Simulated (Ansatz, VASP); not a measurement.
**Cross-check of LaBPd3 between VASP and Ansatz**

One calculation is typed for both programs; each brings its own data sets. How far apart do they land? Of the first pair: The two relaxations start from unlike cells of this crystal (the structure described is Ansatz's start), so only their ends are compared.

Calculated with Ansatz 0.2.0; plane waves, with VASP 6.6.1 beside it; relaxation of cell and atoms at PBEsol.

**1. Set-up**

The structure is cubic, space group Pm-3m (No. 221). The conventional cell has a = 4.229 Å, b = 4.229 Å, c = 4.229 Å, α = 90.00°, β = 90.00°, γ = 90.00°. La has 12 Pd at 2.99 Å and 8 B at 3.66 Å nearest. Nearest to B lie 6 Pd at 2.11 Å and 8 La at 3.66 Å. Nearest to Pd lie 2 B at 2.11 Å and 8 Pd at 2.99 Å and 4 La at 2.99 Å. Farther neighbours are not listed.

Coordinates:

```
La B Pd
1.0
     4.22900    0.00000    0.00000
     0.00000    4.22900    0.00000
     0.00000    0.00000    4.22900
La B Pd
1 1 3
Direct
  0.00000 0.00000 0.00000
  0.50000 0.50000 0.50000
  0.00000 0.50000 0.50000
  0.50000 0.00000 0.50000
  0.50000 0.50000 0.00000
```

**2. VASP: relaxation of cell and atoms, PBEsol, pair 1**

The relaxed volume is the usual yardstick between codes: in a stiff, nearly cubic crystal its relative difference is about their pressure difference at one cell divided by the bulk modulus.

Lines of VASP's logs that name or quote its potential files are left out, and so is its time.

File INCAR:

```
SYSTEM = LaBPd3
PREC = Accurate
ENCUT = 500
EDIFF = 1E-07
NELM = 200
ISMEAR = 0
SIGMA = 0.1
LREAL = .FALSE.
ALGO = Normal
GGA = PS
NBANDS = 28
LASPH = .TRUE.
LORBIT = 11
LWAVE = .FALSE.
LCHARG = .FALSE.
ISIF = 3
IBRION = 2
NSW = 80
EDIFFG = -0.005
GGA_COMPAT = .FALSE.
NELMIN = 4
LMAXMIX = 6
KPAR = 2
```

File POSCAR:

```
LaBPd3
1.0
    4.3482894094      0.0000000000      0.0000000000
    0.0000000000      4.3482894094      0.0000000000
    0.0000000000      0.0000000000      4.3482894094
La B Pd
1 1 3
Direct
    0.0000000000      0.0000000000      0.0000000000
    0.5000000000      0.5000000000      0.5000000000
    0.0000000000      0.5000000000      0.5000000000
    0.5000000000      0.0000000000      0.5000000000
    0.5000000000      0.5000000000      0.0000000000
```

File KPOINTS:

```
Automatic mesh
0
Gamma
6 6 6
0 0 0
```

Potentials, in the order of the species: La, B and Pd (PBE family, release 64).

The run is started by

```
$ mpirun -np 2 vasp_std
```

Numbers of over 12 decimals in the logs are rounded to 6 here.

The log of the run:

```text
[banner, memory and clock lines left out]
running    2 mpi-ranks, on    1 nodes
 distrk:  each k-point on    1 cores,    2 groups
 distr:  one band on    1 cores,    1 groups

 POSCAR found type information on POSCAR LaB Pd
 POSCAR found :  3 types and       5 ions
|                                                                             |
|               ----> ADVICE to this user running VASP <----                  |
|                                                                             |
|     You enforced a specific xc type in the INCAR file but a different       |
|     [... a line on the potential file left out ...]
|     I HOPE YOU KNOW WHAT YOU ARE DOING!                                     |
|                                                                             |

 LDA part: xc-table for (Slater+PW92), standard interpolation
 POSCAR, INCAR and KPOINTS ok, starting setup
 FFT: planning ... GRIDC
 FFT: planning ... GRID_SOFT
 FFT: planning ... GRID
 WAVECAR not read
 entering main loop
       N       E                     dE             d eps       ncg     rms          rms(c)
DAV:   1     0.343237249324E+03    0.34324E+03   -0.18315E+04  1196   0.220E+03
DAV:   2     0.286849259422E+02   -0.31455E+03   -0.29505E+03  1260   0.365E+02
DAV:   3    -0.298917257572E+02   -0.58577E+02   -0.54880E+02  1636   0.134E+02
DAV:   4    -0.353502096494E+02   -0.54585E+01   -0.52432E+01  2072   0.474E+01
DAV:   5    -0.355434174981E+02   -0.19321E+00   -0.18617E+00  1656   0.644E+00    0.168E+01
DAV:   6    -0.336195743089E+02    0.19238E+01   -0.29768E+01  1720   0.366E+01    0.662E+00
DAV:   7    -0.330923700347E+02    0.52720E+00   -0.44240E+00  1872   0.176E+01    0.370E+00
DAV:   8    -0.330631495811E+02    0.29220E-01   -0.37746E-01  1832   0.387E+00    0.142E+00
DAV:   9    -0.330447507539E+02    0.18399E-01   -0.91357E-02  1856   0.243E+00    0.365E-01
DAV:  10    -0.330444725332E+02    0.27822E-03   -0.31249E-03  1576   0.367E-01    0.518E-02
DAV:  11    -0.330444970062E+02   -0.24473E-04   -0.23299E-04  2112   0.137E-01    0.253E-02
DAV:  12    -0.330445086699E+02   -0.11664E-04   -0.51426E-05  1992   0.570E-02    0.114E-02
DAV:  13    -0.330445118460E+02   -0.31761E-05   -0.17443E-05  1912   0.323E-02    0.566E-03
DAV:  14    -0.330445126072E+02   -0.76118E-06   -0.53448E-06  1608   0.114E-02    0.199E-03
DAV:  15    -0.330445125702E+02    0.36992E-07   -0.14449E-06  2104   0.848E-03    0.942E-04
DAV:  16    -0.330445125386E+02    0.31636E-07   -0.11566E-07  1168   0.206E-03
   1 F= -.33044513E+02 E0= -.33030860E+02  d E =-.330445E+02
 curvature:   0.00 expect dE= 0.000E+00 dE for cont linesearch  0.000E+00
 trial: gam= 0.00000 g(F)=  0.000E+00 g(S)=  0.269E-04 ort = 0.000E+00 (trialstep = 0.100E+01)
 search vector abs. value=  0.269E-04
 bond charge predicted
       N       E                     dE             d eps       ncg     rms          rms(c)
DAV:   1    -0.330448991583E+02   -0.38659E-03   -0.74960E-03  1328   0.688E-01    0.133E-01
DAV:   2    -0.330445476732E+02    0.35149E-03   -0.23318E-03  1464   0.391E-01    0.437E-02
DAV:   3    -0.330445149389E+02    0.32734E-04   -0.17636E-04  1772   0.132E-01    0.186E-02
DAV:   4    -0.330445107147E+02    0.42242E-05   -0.45341E-05  1748   0.568E-02    0.581E-03
DAV:   5    -0.330445107533E+02   -0.38574E-07   -0.54795E-06  1960   0.203E-02    0.399E-03
DAV:   6    -0.330445116415E+02   -0.88820E-06   -0.65693E-07  1716   0.684E-03    0.130E-03
DAV:   7    -0.330445119043E+02   -0.26283E-06   -0.89478E-08   940   0.301E-03    0.475E-04
DAV:   8    -0.330445119537E+02   -0.49343E-07   -0.39113E-08   788   0.295E-03
   2 F= -.33044512E+02 E0= -.33030855E+02  d E =0.584937E-06
 trial-energy change:    0.000001  1 .order    0.000002   -0.000027    0.000031
 step:   0.5009(harm=  0.4677)  dis= 0.00000  next Energy=   -33.044519 (dE=-0.690E-05)
 bond charge predicted
       N       E                     dE             d eps       ncg     rms          rms(c)
DAV:   1    -0.330446173670E+02   -0.10546E-03   -0.18678E-03  1328   0.344E-01    0.663E-02
DAV:   2    -0.330445325031E+02    0.84864E-04   -0.58110E-04  1488   0.195E-01    0.218E-02
DAV:   3    -0.330445227700E+02    0.97331E-05   -0.43932E-05  1804   0.650E-02    0.942E-03
DAV:   4    -0.330445202853E+02    0.24847E-05   -0.11945E-05  1724   0.293E-02    0.297E-03
DAV:   5    -0.330445200437E+02    0.24156E-06   -0.15761E-06  1972   0.113E-02    0.201E-03
DAV:   6    -0.330445196949E+02    0.34882E-06   -0.11267E-07   968   0.330E-03    0.676E-04
DAV:   7    -0.330445195487E+02    0.14622E-06   -0.34858E-08   784   0.245E-03    0.196E-04
DAV:   8    -0.330445195405E+02    0.81395E-08   -0.16787E-08   788   0.168E-03
   3 F= -.33044520E+02 E0= -.33030865E+02  d E =-.700194E-05
 curvature:  -0.23 expect dE=-0.375E-07 dE for cont linesearch -0.375E-07
 trial: gam= 0.00000 g(F)=  0.267E-65 g(S)=  0.161E-06 ort =-0.208E-05 (trialstep = 0.900E+00)
 search vector abs. value=  0.161E-06
 reached required accuracy - stopping structural energy minimisation
```

OUTCAR, selected parts (step 2):

```text
ion  position               nearest neighbor table
   1  0.000  0.000  0.000-   3 3.07   4 3.07   5 3.07   3 3.07   4 3.07   3 3.07   5 3.07   3 3.07
                             4 3.07   5 3.07   4 3.07   5 3.07
   2  0.500  0.500  0.500-   3 2.17   4 2.17   5 2.17   5 2.17   4 2.17   3 2.17
   3  0.000  0.500  0.500-   2 2.17   2 2.17   4 3.07   5 3.07   1 3.07   5 3.07   1 3.07   4 3.07
                             1 3.07   1 3.07   4 3.07   5 3.07   5 3.07   4 3.07
   4  0.500  0.000  0.500-   2 2.17   2 2.17   3 3.07   5 3.07   1 3.07   5 3.07   1 3.07   3 3.07
                             5 3.07   5 3.07   1 3.07   3 3.07   1 3.07   3 3.07
   5  0.500  0.500  0.000-   2 2.17   2 2.17   3 3.07   4 3.07   1 3.07   3 3.07   4 3.07   1 3.07
                             4 3.07   4 3.07   1 3.07   3 3.07   3 3.07   1 3.07

  LATTYP: Found a simple cubic cell.
 ALAT       =     4.3482894094

 Subroutine GETGRP returns: Found 48 space group operations
 (whereof 48 operations were pure point group operations)

The static configuration has the point symmetry O_h .

 Found     20 irreducible k-points:

   k-points           NKPTS =     20   k-points in BZ     NKDIM =     20   number of bands    NBANDS=     28

   dimension x,y,z NGX =    32 NGY =   32 NGZ =   32
   dimension x,y,z NGXF=    64 NGYF=   64 NGZF=   64

   ENCUT  =  500.0 eV  36.75 Ry    6.06 a.u.   7.93  7.93  7.93*2*pi/ulx,y,z

   NELECT =      44.0000    total number of electrons

 k-points in reciprocal lattice and weights: Automatic mesh
   0.00000000  0.00000000  0.00000000       0.005
   0.16666667  0.00000000  0.00000000       0.028
   0.33333333  0.00000000  0.00000000       0.028
   0.50000000  0.00000000  0.00000000       0.014
   0.16666667  0.16666667  0.00000000       0.056
   0.33333333  0.16666667  0.00000000       0.111
   0.50000000  0.16666667  0.00000000       0.056
   0.33333333  0.33333333  0.00000000       0.056
   0.50000000  0.33333333  0.00000000       0.056
[...]
0.50000000  0.50000000  0.33333333       0.028
   0.50000000  0.50000000  0.50000000       0.005

 average (electrostatic) potential at core
       1 -93.8875       2 -23.3360       3 -71.1180       4 -71.1180       5 -71.1180

 E-fermi :   9.9127

 k-point     1 :       0.0000    0.0000    0.0000
  band No.  band energies     occupation
    ...
     19       8.1940      2.00000
     20       8.1940      2.00000
     21       8.5435      2.00000
     22       8.5435      2.00000
     23       8.5435      2.00000
     24      11.7084      0.00000
     25      11.7084      0.00000
     26      12.0202      0.00000
     27      12.0202      0.00000
     28      12.0202      0.00000

 k-point     2 :       0.1667    0.0000    0.0000
  band No.  band energies     occupation
    ...
     19       7.9618      2.00000
     20       8.1943      2.00000
     21       8.2707      2.00000
     22       9.3456      2.00000
     23       9.3456      2.00000
     24      11.6565      0.00000
     25      11.9818      0.00000
     26      12.0254      0.00000
     27      12.0254      0.00000
     28      12.1383      0.00000

 k-point     3 :       0.3333    0.0000    0.0000
  band No.  band energies     occupation
    ...
     17       7.0140      2.00000
     18       7.0140      2.00000
     19       7.6213      2.00000
     20       7.6892      2.00000
     21       8.1950      2.00000
     22       9.9804      0.33845
     23       9.9804      0.33845
     24      11.5254      0.00000
     25      11.9059      0.00000
     26      12.0933      0.00000
    ...

  Total        0.0023592      0.0023592      0.0023592      0.0000000      0.0000000      0.0000000
  in kB        0.0459947      0.0459947      0.0459947      0.0000000      0.0000000      0.0000000
  external PRESSURE =       0.0459947 kB  Pullay stress =       0.0000000 kB

  energy-cutoff  :      500.00
  volume of cell :       82.18
      direct lattice vectors                 reciprocal lattice vectors
     4.347648602  0.000000000 -0.000000000     0.230009389  0.000000000 -0.000000000
    -0.000000000  4.347648602 -0.000000000    -0.000000000  0.230009389 -0.000000000
     0.000000000  0.000000000  4.347648602     0.000000000  0.000000000  0.230009389

 POSITION                                       TOTAL-FORCE (eV/Angst)
 -----------------------------------------------------------------------------------
      0.00000      0.00000      0.00000        -0.000000      0.000000      0.000000
      2.17382      2.17382      2.17382         0.000000      0.000000      0.000000
     -0.00000      2.17382      2.17382         0.000000      0.000000      0.000000
      2.17382      0.00000      2.17382        -0.000000     -0.000000      0.000000
      2.17382      2.17382     -0.00000        -0.000000      0.000000      0.000000
 -----------------------------------------------------------------------------------
    total drift:                                0.000000     -0.000000     -0.000000

  FREE ENERGIE OF THE ION-ELECTRON SYSTEM (eV)
  ---------------------------------------------------
  free  energy   TOTEN  =       -33.0445195405 eV

  energy  without entropy=      -33.0172096032  energy(sigma->0) =      -33.03086457

 reached required accuracy - stopping structural energy minimisation

 total charge
# of ion       s       p       d       f       tot
--------------------------------------------------
    1        2.076   5.625   0.695   0.177   8.573
    2        0.688   1.040   0.000   0.000   1.728
    3        0.548   0.482   8.557   0.000   9.586
    4        0.548   0.482   8.557   0.000   9.586
    5        0.548   0.482   8.557   0.000   9.586
--------------------------------------------------
tot          4.407   8.112  26.365   0.177  39.060

[... 3 further parts left out ...]
```

CONTCAR:

```
LaBPd3
   1.00000000000000
     4.3476486016977240    0.0000000000000000   -0.0000000000000000
    -0.0000000000000000    4.3476486016977240   -0.0000000000000000
     0.0000000000000000    0.0000000000000000    4.3476486016977240
  La              B               Pd
     1     1     3
Direct
     0.0000000000000000    0.0000000000000000    0.0000000000000000
     0.5000000000000000    0.5000000000000000    0.5000000000000000
     0.0000000000000000    0.5000000000000000    0.5000000000000000
     0.5000000000000000    0.0000000000000000    0.5000000000000000
     0.5000000000000000    0.5000000000000000    0.0000000000000000
```

(Continued in part 2 of 3.)

[Lines on the potential files, build, host, timing and source positions are cut from VASP's logs without a mark.]

[Logs are printed without paths, hosts, clocks, repeated set-up lines and the standing remarks that a program may print on its own settings, such as how far it seeks lower states.]

[Hosts, paths, dates, database ids (printed as entryN), source tags and the programs' standing remarks are cut or masked in the printed files.]
